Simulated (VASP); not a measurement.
Input of a VASP 6.6.1 run:

File INCAR:

```
SYSTEM = YB6
PREC = Accurate ; ENCUT = 700
EDIFF = 1E-7 ; ISMEAR = 0
SIGMA = 0.1 ; LREAL = .FALSE.
LASPH = .TRUE. ; NELM = 100
ALGO = Normal ; ISIF = 3
LWAVE = .FALSE. ; LCHARG = .FALSE.
GGA = PS ; IBRION = 2
NSW = 80 ; EDIFFG = -0.002
KPAR = 8
```

Contents of KPOINTS:

```
Automatic mesh
0
G
  10 10 10
  0 0 0
```

Contents of POSCAR:

```
YB6
1.0
    4.1130000000      0.0000000000      0.0000000000
    0.0000000000      4.1130000000      0.0000000000
    0.0000000000      0.0000000000      4.1130000000
Y B
1 6
Direct
    0.0000000000      0.0000000000      0.0000000000
    0.2070000000      0.5000000000      0.5000000000
    0.5000000000      0.2070000000      0.5000000000
    0.7930000000      0.5000000000      0.5000000000
    0.5000000000      0.7930000000      0.5000000000
    0.5000000000      0.5000000000      0.2070000000
    0.5000000000      0.5000000000      0.7930000000
```

Potentials or basis: VASP PAW PBE potentials, release 64 (Y_sv, B).

The run is started by

```console
$ cat potpaw_PBE.64/Y_sv/POTCAR potpaw_PBE.64/B/POTCAR > POTCAR
$ mpirun -np 8 vasp_std > vasp.out
```

(1) Estimate the relaxed cell.

(2) Estimate the space group after relaxing (to 0.05 Å).

(3) Predict the relaxed volume.

Results:

(1) a = 4.077 Å, b = 4.077 Å, c = 4.077 Å, α = 90.00°, β = 90.00°, γ = 90.00°.

(2) Pm-3m (No. 221).

(3) 9.68 Å³/atom.

Caveat: the PAW data sets were made with another functional, which shifts forces and pressure a little.
